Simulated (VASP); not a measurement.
Data:

```
WSe2
1.0
    3.28100     0.00000     0.00000
   -1.64050     2.84143     0.00000
    0.00000     0.00000    12.81688
W Se
2 4
Cartesian
  1.64050   0.94714   9.61266
  0.00000   1.89429   3.20422
  1.64050   0.94714   4.85760
  0.00000   1.89429  11.26604
  0.00000   1.89429   7.95928
  1.64050   0.94714   1.55084
```

These are PBE GGA with D3 dispersion (Becke-Johnson damping), VASP's PBE PAW potentials (set 64) (plane waves; VASP) values and carry that method's errors. Run with PREC = Normal, EDIFF = 1E-5, 400 eV cut-off, 10×10×3 Γ-centred mesh, Gaussian smearing of 0.050 eV, potentials W_sv Se.

### Question
The ions are relaxed. Predict the relaxed structure.

### Answer

```
WSe2
1.0
    3.28100     0.00000     0.00000
   -1.64050     2.84143     0.00000
    0.00000     0.00000    12.81688
W Se
2 4
Direct
  0.66667   0.33333   0.75000
  0.33333   0.66667   0.25000
  0.66667   0.33333   0.38159
  0.33333   0.66667   0.88159
  0.33333   0.66667   0.61841
  0.66667   0.33333   0.11841
```
Space group P6_3/mmc (194), at a tolerance of 0.03 Å.

### Question
How much energy does the relaxation gain?

### Answer
The energy (σ→0) changes by -6.9 meV/atom, in 3 ionic steps.

```json
[
 {"step": "1", "E(σ→0) (eV)": "-45.8894", "max force (eV/Å)": "0.630", "pressure (GPa)": "2.89", "volume (Å³)": "119.49"},
 {"step": "2", "E(σ→0) (eV)": "-45.9303", "max force (eV/Å)": "0.052", "pressure (GPa)": "0.15", "volume (Å³)": "119.49"},
 {"step": "3", "E(σ→0) (eV)": "-45.9306", "max force (eV/Å)": "0.000", "pressure (GPa)": "-0.10", "volume (Å³)": "119.49"}
]
```

The compound is WSe2 in the 2H layered structure. This run relaxes the ions in a fixed cell. Symmetry was kept, so distortions that lower it aren't found.
